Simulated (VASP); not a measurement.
A run of VASP 6.6.1:

Contents of INCAR:

```
  PREC = Accurate
  ENCUT = 520
  EDIFF = 1E-6
  ISMEAR = 0
  SIGMA = 0.1
  LREAL = F
  LASPH = T
  NELM = 100
  ALGO = Fast
  ISIF = 2
  LWAVE = F
  LCHARG = F
  LDIPOL = T
  IDIPOL = 3
  DIPOL = 0.5 0.5 0.294
  GGA = PE
  NBANDS = 12
```

KPOINTS

```
Automatic mesh
0
Gamma
  24 24 1
```

POSCAR

```
Cu
1.0
    2.3544207810      0.0000000000      0.0000000000
    0.0000000000      2.3544731004      0.0000000000
    0.0000000000      0.0000000000     23.8000000000
Cu
1
Direct
    0.0000000000      0.0000000000      0.2941176471
```

Potentials or basis: VASP PAW PBE potentials, release 64 (Cu).

The run is started by

```console
$ cat potpaw_PBE.64/Cu/POTCAR > POTCAR
$ mpirun -np 1 vasp_std > vasp.out
```

Hardware: 1 thread of Intel(R) Xeon(R) Platinum 8488C (Sapphire Rapids) (shared host).

Task: How long does it take, and how much memory?

Result: Run time: 3.9 min on 1 thread of Intel(R) Xeon(R) Platinum 8488C (Sapphire Rapids), on a shared host, peak memory 0.41 GiB. Counts: scf iterations 21, k points 169.
